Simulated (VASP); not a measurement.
Input:

```yaml
crystal:
  lattice:
    - [0.00000, 2.69023, 2.75038]
    - [2.71339, 0.00000, 2.75038]
    - [2.71339, 2.69023, 0.00000]
  atoms:
    - { symbol: Si, position: [0.25000, 0.25000, 0.25000] }
    - { symbol: Si, position: [0.75000, 0.75000, 0.75000] }
    - { symbol: Ni, position: [0.98768, 0.01232, 0.01232] }
```

Method: PBE GGA + U (Dudarev), VASP's PBE PAW potentials (set 64) (plane waves; VASP). Numerical set-up: 400 eV cut-off, 9×9×9 Γ-centred mesh, first-order Methfessel-Paxton smearing of 0.10 eV, potentials Si Ni, U − J: Ni 8.00 eV.

Question: What does the run give for the energy per atom (σ→0), pressure, largest force, band gap (on the k-mesh) with the smallest direct gap where there is one?

Answer: 
```
Quantity                                                    Result
------------------------  ----------------------------------------
band gap (on the k-mesh)  none (metal, semimetal or under 0.01 eV)
energy per atom (σ→0)                               -4.285 eV/atom
pressure                                                 -7.47 GPa
largest force                                      0.00860 Ha/bohr
```

Only differences to runs with the same potentials and settings are physical.

The compound is NiSi2 in the fluorite structure. The cell was not relaxed at this level, atoms are displaced from their ideal sites. The run is one of a series of settings (LDAU = .TRUE., LDAUJ = 0 0, LDAUL = -1 2, LDAUTYPE = 2, LDAUU = 0 8.0 against the base run), some of them coarse on purpose. The run is not spin-polarised, so no magnetic state was tried.
